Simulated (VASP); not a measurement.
Write the native input for VASP 6.6.1 that does the following.

```yaml
Task: single point
Functional: PBE
Potentials_or_basis: VASP PAW PBE potentials, release 64 (Sb, Mo_sv, Mg)
Cutoff: 520 eV
k_mesh: 6 × 5 × 5
Occupations: fermi-dirac, width 0.05 eV
Spin: no spin polarisation
Further_INCAR_settings: ALGO = Normal; EDIFF = 1e-07; NBANDS = 26
```

The structure of Mg6SbMo lies in POSCAR:

```
Mg6SbMo
1.0
    5.0033380000      0.0000000000      0.0000000000
    0.0000000000      3.1124540000      5.2673845000
    0.0000000000     -3.1124540000      5.2673845000
Sb Mo Mg
1 1 6
Direct
    0.4967250000      0.6903990000      0.6689550000
   -0.0089480000      0.8283740000      0.8374120000
    0.4898560000      0.1753620000      0.1607280000
    0.4902670000      0.6737730000      0.1531950000
    0.4998760000      0.1488810000      0.6768250000
    0.0047570000      0.3389460000      0.3370010000
   -0.0083550000      0.8455060000      0.3306740000
   -0.0001320000      0.3229390000      0.8277090000
```

The cell comes from a database or a generator and needn't be the stable form of this composition.

The cell isn't the ideal one: atoms moved at random, drawn with an rms of 0.05 Å.

These files were run (other wordings do the same):

INCAR

```
SYSTEM = Mg6SbMo
PREC = Accurate
ENCUT = 520
EDIFF = 1E-7
ISMEAR = -1
SIGMA = 0.05
LREAL = .False.
LASPH = .True.
NELM = 60
ALGO = Normal
ISIF = 2
LWAVE = .False.
LCHARG = .False.
GGA = PE
NBANDS = 26
```

KPOINTS

```
regular mesh
0
Gamma
  6 5 5
  0 0 0
```

Potentials or basis: VASP PAW PBE potentials, release 64 (Sb, Mo_sv, Mg).

Command:

```bash
$ cat potpaw_PBE.64/Sb/POTCAR potpaw_PBE.64/Mo_sv/POTCAR potpaw_PBE.64/Mg/POTCAR > POTCAR
$ mpirun -np 1 vasp_std > vasp.out
```

Results of the run:

The pressure is 0.3 GPa. The largest force is 0.404 eV/Å and the band gap on the k mesh is none (metal or under the smearing width).

It took 3.5 min on 1 thread of Intel(R) Xeon(R) Platinum 8488C (Sapphire Rapids) (shared host), peak memory 0.5 GiB.
